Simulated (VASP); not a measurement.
The system is GaSb.

```xyz
2
Lattice="0.0000 3.1069 3.1069 3.1069 0.0000 3.1069 3.1069 3.1069 0.0000" Properties=species:S:1:pos:R:3 pbc="T T T"
Ga    0.0000    0.0000    0.0000
Sb    1.5535    1.5535    1.5535
```

```yaml
Program: VASP 6.6.1
Task: relaxation of cell and atoms
Functional: LDA
Potentials_or_basis: VASP PAW LDA potentials, release 64 (Ga_d, Sb)
Cutoff: 600 eV
k_mesh: 12 × 12 × 12
Occupations: gaussian, width 0.1 eV
Spin: no spin polarisation
```

At the start: pressure -3.6 GPa; volume 29.99 Å³/atom.

Problem. How do energy, volume and symmetry change on relaxing?

Solution. Over 8 steps the energy falls by 26.8 meV/atom and the volume is 27.78 Å³/atom (-7.4 %); space group F-43m (No. 216, to 0.05 Å).

The path:
```csv
step,energy change (eV),largest force (eV/Å),pressure (GPa),volume (Å³)
1,0.0000,0.0000,-3.58,59.98
2,-0.0492,0.0000,1.35,54.35
3,-0.0537,0.0000,-0.09,55.54
4,-0.0537,0.0000,0.16,55.45
5,-0.0536,0.0000,-0.15,55.67
6,-0.0537,0.0000,0.16,55.52
7,-0.0537,0.0000,-0.17,55.60
8,-0.0537,0.0000,0.00,55.56
```

Final structure:
```
Ga Sb
1.0
     0.00000    3.02861    3.02861
     3.02861    0.00000    3.02861
     3.02861    3.02861    0.00000
Ga Sb
1 1
Cartesian
  0.0000 0.0000 0.0000
  1.5143 1.5143 1.5143
```
